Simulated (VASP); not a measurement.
Here is a VASP 6.6.1 calculation.

File INCAR:

```
SYSTEM = Ga2Ge2Se3
PREC = Normal
ENCUT = 520
EDIFF = 1E-4
ISMEAR = 0
SIGMA = 0.15
LREAL = .False.
LASPH = .True.
NELM = 60
ALGO = Fast
ISIF = 3
LWAVE = .False.
LCHARG = .False.
GGA = PE
IBRION = 2
NSW = 24
EDIFFG = -0.08
```

Contents of KPOINTS:

```
regular mesh
0
Gamma
  3 3 3
  0 0 0
```

Contents of POSCAR:

```
Ga2Ge2Se3
1.0
    2.8543847100      1.6479797800      4.8909474300
   -2.8543847100      1.6479797800      4.8909474300
    0.0000000000     -3.2959595600      4.8909474300
Ga Ge Se
2 2 3
Direct
    0.0000000000      0.0000000000      0.0000000000
    0.5000000000      0.5000000000      0.5000000000
    0.7210000200      0.7210000200      0.7210000200
    0.2789999800      0.2789999800      0.2789999800
    0.0000000000      0.0000000000      0.5000000000
    0.0000000000      0.5000000000      0.0000000000
    0.5000000000      0.0000000000      0.0000000000
```

Potentials or basis: VASP PAW PBE potentials, release 64 (Ga_d, Ge_d, Se).

The run is started by

```bash
$ cat potpaw_PBE.64/Ga_d/POTCAR potpaw_PBE.64/Ge_d/POTCAR potpaw_PBE.64/Se/POTCAR > POTCAR
$ mpirun -np 1 vasp_std > vasp.out
```

(1) Estimate the band gap on the k mesh.

(2) Predict the relaxed volume.

(3) What does it give for the relaxed cell?

Results:

(1) none (metal or under the smearing width).

(2) 22.44 Å³/atom.

(3) a = 6.020 Å, b = 6.020 Å, c = 6.020 Å, α = 60.80°, β = 60.80°, γ = 60.80°.

Caveat: the k mesh is coarse (spacing up to 0.45 Å⁻¹), so the values aren't converged.
